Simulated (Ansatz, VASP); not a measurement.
# Cross-check of Ge4H between VASP and Ansatz, part 2 of 2

One calculation is typed for both programs; each brings its own data sets. How far apart do they land? The cell is taken from a series of runs on this material, whose earlier steps may have relaxed, scaled, displaced or heated it; both programs get it as it stands.

VASP 6.6.1 and Ansatz 0.2.0.

So far: The starting structure; Ansatz: single point, PBEsol, spin-orbit coupling.

## 3. VASP: single point, PBEsol, spin-orbit coupling

Level of this step: PBEsol, spin-orbit coupling; plane waves and PAW (Ge_d, H) (VASP).

The same cell, functional, mesh and smearing now go to VASP, with its own data sets.

Lines of VASP's logs that name or quote its potential files are left out, and so is its time.

Contents of INCAR:

```
SYSTEM = Ge4H
PREC = Accurate
ENCUT = 410
EDIFF = 1E-06
NELM = 200
ISMEAR = -1
SIGMA = 0.02
LREAL = .FALSE.
ALGO = Normal
GGA = PS
LNONCOLLINEAR = .TRUE.
MAGMOM = 0 0 0 0 0 0 0 0 0 0 0 0 0 0 0 0 0 0 0 0 0 0 0 0 0 0 0 0 0 0
NBANDS = 140
GGA_COMPAT = .FALSE.
LASPH = .TRUE.
LSORBIT = .TRUE.
LORBIT = 11
LWAVE = .FALSE.
LCHARG = .FALSE.
ISIF = 2
LDIPOL = .TRUE.
IDIPOL = 3
DIPOL = 0.5 0.5 0.5
LVHAR = .TRUE.
EFERMI = MIDGAP
NELMDL = -8
KPAR = 2
```

Contents of POSCAR:

```
Ge4H
1.0
    3.9608020663      0.0000000000      0.0000000000
   -1.9804010331      3.4301552088      0.0000000000
    0.0000000000      0.0000000000     50.6000000000
Ge H
8 2
Direct
    0.3333333334      0.6666666667      0.3953385974
    0.0000000000      0.0000000001      0.4111032679
    0.0000000000      0.0000000001      0.4593520457
    0.6666666667      0.3333333334      0.4758093168
    0.6666666667      0.3333333334      0.5241906832
    0.3333333334      0.6666666667      0.5406479543
    0.3333333334      0.6666666667      0.5888967321
    0.0000000000      0.0000000001      0.6046614026
    0.3333333334      0.6666666667      0.3646678914
    0.0000000000      0.0000000001      0.6353321086
```

Contents of KPOINTS:

```
Automatic mesh
0
Gamma
6 6 1
0 0 0
```

The projector-augmented-wave data sets are Ge_d and H (PBE family, release 64).

Launch:

```bash
mpirun -np 2 vasp_ncl
```

Numbers of over 12 decimals in the logs are rounded to 6 here.

The program printed:

```text
[banner, memory and clock lines left out]
running    2 mpi-ranks, on    1 nodes
 distrk:  each k-point on    1 cores,    2 groups
 distr:  one band on    1 cores,    1 groups

 POSCAR found type information on POSCAR GeH
 POSCAR found :  2 types and      10 ions
|                                                                             |
|               ----> ADVICE to this user running VASP <----                  |
|                                                                             |
|     You enforced a specific xc type in the INCAR file but a different       |
|     [... a line on the potential file left out ...]
|     I HOPE YOU KNOW WHAT YOU ARE DOING!                                     |
|                                                                             |

 LDA part: xc-table for (Slater+PW92), standard interpolation
|                                                                             |
|           W    W    AA    RRRRR   N    N  II  N    N   GGGG   !!!           |
|           W    W   A  A   R    R  NN   N  II  NN   N  G    G  !!!           |
|           W    W  A    A  R    R  N N  N  II  N N  N  G       !!!           |
|           W WW W  AAAAAA  RRRRR   N  N N  II  N  N N  G  GGG   !            |
|           WW  WW  A    A  R   R   N   NN  II  N   NN  G    G                |
|           W    W  A    A  R    R  N    N  II  N    N   GGGG   !!!           |
|                                                                             |
|     One of the lattice vectors is very long (>50 A), but AMIN is rather     |
|     large. This can spoil convergence since charge sloshing might occur     |
|     along the long lattice vector. If problems with convergence are         |
|     observed, try to decrease AMIN to a smaller value (e.g. 0.01).          |
|     Note: This warning only applies if the self-consistency cycle is        |
|     used.                                                                   |
|                                                                             |

 POSCAR, INCAR and KPOINTS ok, starting setup
 FFT: planning ... GRIDC
 FFT: planning ... GRID_SOFT
 FFT: planning ... GRID
 WAVECAR not read
 entering main loop
       N       E                     dE             d eps       ncg     rms          rms(c)
DAV:   1     0.112328442887E+04    0.11233E+04   -0.51807E+04  2356   0.222E+03
DAV:   2     0.151836486030E+03   -0.97145E+03   -0.93908E+03  2536   0.537E+02
DAV:   3    -0.310522631395E+02   -0.18289E+03   -0.17919E+03  2732   0.211E+02
DAV:   4    -0.459379918694E+02   -0.14886E+02   -0.14768E+02  2256   0.680E+01
DAV:   5    -0.465601368040E+02   -0.62214E+00   -0.62111E+00  2784   0.143E+01
DAV:   6    -0.465766663617E+02   -0.16530E-01   -0.16520E-01  2416   0.204E+00
DAV:   7    -0.465774121586E+02   -0.74580E-03   -0.74574E-03  2816   0.455E-01
DAV:   8    -0.465774401383E+02   -0.27980E-04   -0.27978E-04  2880   0.740E-02    0.776E+00
DAV:   9    -0.458176381190E+02    0.75980E+00   -0.23886E-01  2224   0.439E+00    0.448E+00
DAV:  10    -0.454545953119E+02    0.36304E+00   -0.79058E-01  2176   0.795E+00    0.716E-01
DAV:  11    -0.454597487551E+02   -0.51534E-02   -0.11469E-01  2260   0.418E+00    0.436E-01
DAV:  12    -0.454583828008E+02    0.13660E-02   -0.17291E-02  2448   0.122E+00    0.249E-01
DAV:  13    -0.454586502128E+02   -0.26741E-03   -0.71815E-03  2136   0.181E+00    0.106E-01
DAV:  14    -0.454587986448E+02   -0.14843E-03   -0.25072E-03  2312   0.121E+00    0.486E-02
[...]
DAV:  23    -0.454598085567E+02   -0.80942E-04   -0.89445E-06  2448   0.398E-02    0.281E-03
DAV:  24    -0.454598268735E+02   -0.18317E-04   -0.59091E-06  2192   0.584E-02    0.956E-04
DAV:  25    -0.454598489689E+02   -0.22095E-04   -0.12625E-06  1528   0.189E-02    0.745E-04
DAV:  26    -0.454598651273E+02   -0.16158E-04   -0.10348E-06  1464   0.823E-03    0.636E-04
DAV:  27    -0.454598714719E+02   -0.63446E-05   -0.32216E-07  1436   0.151E-02    0.471E-04
DAV:  28    -0.454598782214E+02   -0.67494E-05   -0.17897E-07  1376   0.729E-03    0.329E-04
DAV:  29    -0.454598800100E+02   -0.17886E-05   -0.16826E-07  1412   0.385E-03    0.234E-04
DAV:  30    -0.454598806687E+02   -0.65874E-06   -0.65583E-08  1332   0.236E-03
   1 F= -.45459881E+02 E0= -.45459880E+02  d E =-.603016E-06  mag=    -0.0000    -0.0000     0.0000
```

From OUTCAR (step 3):

```text
ion  position               nearest neighbor table
   1  0.333  0.667  0.395-   9 1.55   2 2.42   2 2.42   2 2.42
   2  0.000  0.000  0.411-   1 2.42   1 2.42   1 2.42   3 2.44
   3  0.000  0.000  0.459-   4 2.43   4 2.43   4 2.43   2 2.44
   4  0.667  0.333  0.476-   3 2.43   3 2.43   3 2.43   5 2.45
   5  0.667  0.333  0.524-   6 2.43   6 2.43   6 2.43   4 2.45
   6  0.333  0.667  0.541-   5 2.43   5 2.43   5 2.43   7 2.44
   7  0.333  0.667  0.589-   8 2.42   8 2.42   8 2.42   6 2.44
   8  0.000  0.000  0.605-  10 1.55   7 2.42   7 2.42   7 2.42
   9  0.333  0.667  0.365-   1 1.55
  10  0.000  0.000  0.635-   8 1.55

  LATTYP: Found a hexagonal cell.
 ALAT       =     3.9608020663
 C/A-ratio  =    12.7751902653

 Subroutine GETGRP returns: Found 12 space group operations
 (whereof  6 operations were pure point group operations)

The static configuration has the point symmetry C_3v.
 The point group associated with its full space group is D_3d.

 Found      7 irreducible k-points:

   k-points           NKPTS =      7   k-points in BZ     NKDIM =      7   number of bands    NBANDS=    140

   dimension x,y,z NGX =    28 NGY =   28 NGZ =  336
   dimension x,y,z NGXF=    56 NGYF=   56 NGZF=  672

   ENCUT  =  410.0 eV  30.13 Ry    5.49 a.u.   6.54  6.54 83.54*2*pi/ulx,y,z

   NELECT =     114.0000    total number of electrons

 k-points in reciprocal lattice and weights: Automatic mesh
   0.00000000  0.00000000  0.00000000       0.028
   0.16666667  0.00000000  0.00000000       0.167
   0.33333333 -0.00000000  0.00000000       0.167
   0.50000000  0.00000000  0.00000000       0.083
   0.16666667  0.16666667  0.00000000       0.167
   0.33333333  0.16666667  0.00000000       0.333
   0.33333333  0.33333333  0.00000000       0.056

 dipolmoment           0.000000      0.000000     -0.000001 electrons x Angstroem

 average (electrostatic) potential at core
       1 -80.6718       2 -80.6938       3 -80.7100       4 -80.7111       5 -80.7112
       6 -80.7101       7 -80.6939       8 -80.6718       9 -38.3116      10 -38.3116

 E-fermi :  -1.4998

 k-point     1 :       0.0000    0.0000    0.0000
  band No.  band energies     occupation
    ...
    110      -2.1385      1.00000
    111      -1.9005      1.00000
    112      -1.9005      1.00000
    113      -1.7132      0.99998
    114      -1.7132      0.99998
    115      -1.2864      0.00002
    116      -1.2864      0.00002
    117      -1.0821      0.00000
    118      -1.0821      0.00000
    119      -0.9262      0.00000
    ...

 k-point     2 :       0.1667    0.0000    0.0000
  band No.  band energies     occupation
    ...
    110      -2.9256      1.00000
    111      -2.7415      1.00000
    112      -2.7415      1.00000
    113      -2.2768      1.00000
    114      -2.2768      1.00000
    115      -0.2114      0.00000
    116      -0.2114      0.00000
    117       0.0214      0.00000
    118       0.0214      0.00000
    119       0.0788      0.00000
    ...

 k-point     3 :       0.3333   -0.0000    0.0000
  band No.  band energies     occupation
    ...
    110      -3.5306      1.00000
    111      -3.4703      1.00000
    112      -3.4703      1.00000
    113      -3.0024      1.00000
    114      -3.0024      1.00000
    115      -0.8325      0.00000
    116      -0.8325      0.00000
    117      -0.6867      0.00000
    118      -0.6867      0.00000
    119      -0.3943      0.00000
    ...

  Total        1.9423171      1.9423171     -0.6519728      0.0000000      0.0000000     -0.0000000
  in kB        4.5267164      4.5267164     -1.5194717      0.0000000      0.0000000     -0.0000000
  external PRESSURE =       2.5113203 kB  Pullay stress =       0.0000000 kB

  energy-cutoff  :      410.00
  volume of cell :      687.46
      direct lattice vectors                 reciprocal lattice vectors
     3.960802066  0.000000000  0.000000000     0.252474116  0.145765999  0.000000000
    -1.980401033  3.430155209  0.000000000     0.000000000  0.291531998  0.000000000
     0.000000000  0.000000000 50.600000000     0.000000000  0.000000000  0.019762846

 POSITION                                       TOTAL-FORCE (eV/Angst)
 -----------------------------------------------------------------------------------
      0.00000      2.28677     20.00413        -0.000000      0.000000     -0.010138
     -0.00000      0.00000     20.80183        -0.000000     -0.000000      0.004496
     -0.00000      0.00000     23.24321         0.000000     -0.000000     -0.002858
      1.98040      1.14339     24.07595         0.000000     -0.000000      0.009044
      1.98040      1.14339     26.52405        -0.000000      0.000000     -0.009044
      0.00000      2.28677     27.35679         0.000000     -0.000000      0.002858
      0.00000      2.28677     29.79817         0.000000      0.000000     -0.004496
     -0.00000      0.00000     30.59587         0.000000     -0.000000      0.010138
      0.00000      2.28677     18.45220         0.000000     -0.000000      0.013409
     -0.00000      0.00000     32.14780         0.000000     -0.000000     -0.013409
 -----------------------------------------------------------------------------------
    total drift:                               -0.000004      0.000002      0.000043

  FREE ENERGIE OF THE ION-ELECTRON SYSTEM (eV)
  ---------------------------------------------------
  free  energy   TOTEN  =       -45.4598806687 eV

  energy  without entropy=      -45.4598800657  energy(sigma->0) =      -45.45988037

 vacuum level on the upper side and lower side of the slab         2.415         2.415

 Spin-Orbit-Coupling matrix elements
 Ion:    1  E_soc:     -0.0179645
 Ion:    2  E_soc:     -0.0181672
 Ion:    3  E_soc:     -0.0181304
 Ion:    4  E_soc:     -0.0181798
 Ion:    5  E_soc:     -0.0181798
 Ion:    6  E_soc:     -0.0181304
 Ion:    7  E_soc:     -0.0181672
 Ion:    8  E_soc:     -0.0179645
 Ion:    9  E_soc:      0.0000001
 Ion:   10  E_soc:      0.0000001

 total charge
# of ion       s       p       d       tot
------------------------------------------
    1        1.103   1.355  10.040  12.498
    2        1.113   1.307  10.026  12.446
    3        1.119   1.287  10.026  12.433
    4        1.121   1.282  10.026  12.430
    5        1.121   1.282  10.026  12.430
    6        1.119   1.287  10.026  12.433
    7        1.113   1.307  10.026  12.446
    8        1.103   1.355  10.040  12.498
    9        0.525   0.012   0.000   0.537
   10        0.525   0.012   0.000   0.537
--------------------------------------------------
tot          9.963  10.487  80.237 100.687

 magnetization (x)
# of ion       s       p       d       tot
------------------------------------------
    1        0.000   0.000   0.000   0.000
    2        0.000   0.000   0.000   0.000
    3       -0.000  -0.000  -0.000  -0.000
    4       -0.000  -0.000  -0.000  -0.000
    5       -0.000  -0.000  -0.000  -0.000
    6       -0.000  -0.000  -0.000  -0.000
    7        0.000   0.000  -0.000   0.000
    8        0.000   0.000   0.000   0.000
    9       -0.000   0.000   0.000  -0.000
   10       -0.000   0.000   0.000  -0.000
--------------------------------------------------
tot         -0.000  -0.000   0.000  -0.000

 magnetization (y)
# of ion       s       p       d       tot
------------------------------------------
    1        0.000  -0.000  -0.000  -0.000
    2        0.000   0.000   0.000   0.000
    3        0.000   0.000   0.000   0.000
    4        0.000   0.000   0.000   0.000
    5        0.000   0.000   0.000   0.000
    6        0.000  -0.000   0.000  -0.000
    7        0.000   0.000   0.000   0.000
    8        0.000   0.000  -0.000   0.000
    9        0.000   0.000   0.000   0.000
   10        0.000   0.000   0.000   0.000
--------------------------------------------------
tot          0.000  -0.000  -0.000  -0.000

 magnetization (z)
# of ion       s       p       d       tot
------------------------------------------
    1       -0.000  -0.000  -0.000  -0.000
    2       -0.000  -0.000   0.000  -0.000
    3       -0.000   0.000  -0.000  -0.000
    4        0.000   0.000   0.000   0.000
    5        0.000   0.000  -0.000   0.000
    6       -0.000   0.000   0.000  -0.000
    7       -0.000  -0.000   0.000  -0.000
    8       -0.000  -0.000   0.000  -0.000
    9        0.000   0.000   0.000   0.000
   10        0.000   0.000   0.000   0.000
--------------------------------------------------
tot         -0.000  -0.000   0.000  -0.000

[... 3 further parts left out ...]
```

## 4. Differences

Known differences besides the potentials themselves: spin-orbit coupling enters by fully relativistic files in Ansatz and inside the spheres in VASP; Ansatz cuts the interaction across the vacuum, VASP repeats the sheet with a dipole correction; the cutoff is 420 eV in Ansatz and 410 eV in VASP; Ansatz makes its cores anew for this functional, VASP keeps those of its PBE data sets. Total energies have different zeros and are not compared.

Compared:

```tsv
quantity	Ansatz	VASP	difference
gap on the k mesh (eV)	0.420	0.427	-0.007
```

At this near-relaxed geometry the largest component of a force difference is 14 meV/Å. A gap on the mesh is an upper bound, since the band edges may lie between its points. With vacuum in the cell, a pressure given here is an average over mostly empty space and none of the material.

## 5. What came out

* difference in gap on the k mesh (single point, PBEsol, spin-orbit coupling): -0.0068 eV

In words: The difference in gap on the k mesh is -0.0068 eV (single point, PBEsol, spin-orbit coupling), within the 0.08 eV picked in this series as the mark of a large difference. Such differences can come from data sets, numerical settings and the points named under the comparisons, not from the functional's error against experiment.

[Lines on the potential files, build, host, timing and source positions are cut from VASP's logs without a mark.]

[Logs are printed without paths, hosts, clocks, repeated set-up lines and the standing remarks that a program may print on its own settings, such as how far it seeks lower states.]

[Hosts, paths, dates, database ids (printed as entryN), source tags and the programs' standing remarks are cut or masked in the printed files.]
